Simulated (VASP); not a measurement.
# CsPbCl3 (space group Amm2): computed properties

The numbers are results of r2SCAN meta-GGA, VASP's PBE PAW potentials (set 64) (plane waves; VASP 6.6.1), not measurements.

```yaml
space_group: Amm2 (38)
cell: a = 5.7476 Å, b = 11.1284 Å, c = 11.1276 Å, α = β = γ = 90.00°
volume_per_atom: 35.59 Å³/atom
band gap (over mesh and band path): 2.66 eV
smallest direct gap (over mesh and band path): 2.66 eV
band_edge_character: direct, Z to Z
density: 4.17 g/cm³
```

```cif
data_Cl6Cs2Pb2
_chemical_formula_sum 'Cs2 Pb2 Cl6'
_space_group_name_H-M_alt 'P 1'
_space_group_IT_number 1
_cell_length_a 5.74760
_cell_length_b 7.86871
_cell_length_c 7.86871
_cell_angle_alpha 90.004
_cell_angle_beta 90.000
_cell_angle_gamma 90.000
loop_
_space_group_symop_operation_xyz
  'x, y, z'
loop_
_atom_site_label
_atom_site_type_symbol
_atom_site_fract_x
_atom_site_fract_y
_atom_site_fract_z
_atom_site_occupancy
Cs1 Cs 0.50000 0.50750 0.50750 1
Cs2 Cs 0.50000 0.00573 0.00573 1
Pb1 Pb 0.00000 0.50714 0.00733 1
Pb2 Pb 0.00000 0.00733 0.50714 1
Cl1 Cl 0.00000 0.19785 0.81646 1
Cl2 Cl 0.00000 0.81646 0.19785 1
Cl3 Cl 0.50000 0.00698 0.50781 1
Cl4 Cl 0.50000 0.50781 0.00698 1
Cl5 Cl 0.00000 0.69856 0.69856 1
Cl6 Cl 0.00000 0.31668 0.31668 1
```

Unless said otherwise, spin-orbit coupling is left out, though it shifts the bands of the heavy elements here.

The structure comes from a computed database's CsPbCl3 entry (Amm2); how it stands against other phases isn't given here. It was relaxed first. Symmetry was kept, so distortions that lower it aren't found.
